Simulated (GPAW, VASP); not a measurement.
Input for VASP

**INCAR**
```
# general
SYSTEM   =  Br
PREC     =  Accurate
ENCUT    =  300
LREAL    =  F
LASPH    =  T

# electronic loop
EDIFF    =  1E-6
NELM     =  100
ALGO     =  Normal
LMAXMIX  =  4

# smearing
ISMEAR   =  -1
SIGMA    =  0.02

# functional
GGA      =  PE

# ions
ISIF     =  2

# output
LWAVE    =  F
LCHARG   =  F
```

POSCAR:
```
Br
1
    2.2099080000    -3.2901970000     0.0000000000
    2.2099080000     3.2901970000     0.0000000000
    0.0000000000     0.0000000000     8.6028560000
Br
4
Direct
  0.8610000000   0.8610000000   0.8890000000
  0.6390000000   0.6390000000   0.3890000000
  0.3610000000   0.3610000000   0.6110000000
  0.1390000000   0.1390000000   0.1110000000
```

KPOINTS:
```
kpoints
0
Gamma
  3 3 2
0 0 0
```

POTCAR, in this order: Br (PBE.64 set). Program: vasp_std.

### Question
Translate it to GPAW.

### Answer
One input that does it (PBE, GPAW PAW datasets PBE (gpaw-data 1.0.1)):
```
from ase import Atoms
from ase.units import GPa
from gpaw import GPAW

atoms = Atoms(['Br', 'Br', 'Br', 'Br'],
              cell=[[2.209908, -3.290197, 0.000000],
                    [2.209908, 3.290197, 0.000000],
                    [0.000000, 0.000000, 8.602856]],
              positions=[[3.805462, -0.000000, 7.647939],
                         [2.824262, 0.000000, 3.346511],
                         [1.595554, -0.000000, 5.256345],
                         [0.614354, 0.000000, 0.954917]],
              pbc=True)

calc = GPAW(mode={'name': 'pw', 'ecut': 550},
            xc='PBE',
            kpts={'size': (3, 3, 2), 'gamma': True},
            occupations={'name': 'fermi-dirac', 'width': 0.02},
            nbands=-4,
            convergence={'bands': -2},
            symmetry={'symmorphic': False, 'tolerance': 0.0005},
            maxiter=150)

atoms.calc = calc

energy = atoms.get_potential_energy()
print('Energy (eV):', round(energy, 6))
forces = atoms.get_forces()
print('Forces (eV/Ang):')
print(forces.round(5))
stress = atoms.get_stress()
print('Stress (GPa, Voigt):', (stress / GPa).round(4))
```
Both inputs were run and reached self-consistency, which says nothing on mesh or cut-off. Potentials, basis and cut-offs are each code's own, so they don't translate, and total energies aren't comparable.

The structure is a typed Br crystal (Cmce). The cell was not relaxed at this level, and its volume differs by -5.9 % from the start's.
